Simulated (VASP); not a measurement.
```yaml
crystal:
  lattice:
    - [0.00000, 2.62140, 2.62140]
    - [2.62140, 0.00000, 2.62140]
    - [2.62140, 2.62140, 0.00000]
  atoms:
    - { symbol: Li, position: [0.00000, 0.00000, 0.00000] }
    - { symbol: Cl, position: [0.50000, 0.50000, 0.50000] }
```

All values below come from AM05 GGA, VASP's PBE PAW potentials (set 64) (plane waves; VASP). Numerical set-up: 520 eV cut-off, 8×8×8 Γ-centred mesh, Gaussian smearing of 0.050 eV, potentials Li_sv Cl.

Problem. Estimate the energy per atom (σ→0), pressure, band gap (on the k-mesh) with the smallest direct gap where there is one.

Solution. 
```
Property                                     Result
-----------------------------------  --------------
band gap (on the k-mesh)                    5.96 eV
smallest direct gap (on the k-mesh)         5.96 eV
energy per atom (σ→0)                -3.655 eV/atom
pressure                                  -1.91 GPa
```

The compound is LiCl in the rock salt structure. The cell was not relaxed at this level. The run is one of a series of settings (GGA = AM against the base run), some of them coarse on purpose.
